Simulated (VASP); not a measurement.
Input:

```xyz
2
Lattice="0.0000 3.2489 3.2489 3.2489 0.0000 3.2489 3.2489 3.2489 0.0000" Properties=species:S:1:pos:R:3 pbc="T T T"
K      0.0000     0.0000     0.0000
Br     3.2489     3.2489     3.2489
```

Level of theory: HSE06 screened hybrid, VASP's PBE PAW potentials (set 64) (plane waves; VASP). Settings: 520 eV cut-off, 6×6×6 Γ-centred mesh, Gaussian smearing of 0.050 eV, potentials K_sv Br.

Q: Estimate the energy per atom (σ→0), pressure, band gap (on the k-mesh) with the smallest direct gap where there is one.

A: 
| Item | Value |
|---|---|
| band gap (on the k-mesh) | 5.76 eV |
| smallest direct gap (on the k-mesh) | 5.76 eV |
| energy per atom (σ→0) | -3.583 eV/atom |
| pressure | 1.35 GPa |

Total energies compare only between runs with the same potentials, cut-off and functional.

The compound is KBr in the rock salt structure. This cell is one point of a volume scan, at 0.91 of the reference volume. The cell's shape comes from a PBE relaxation.
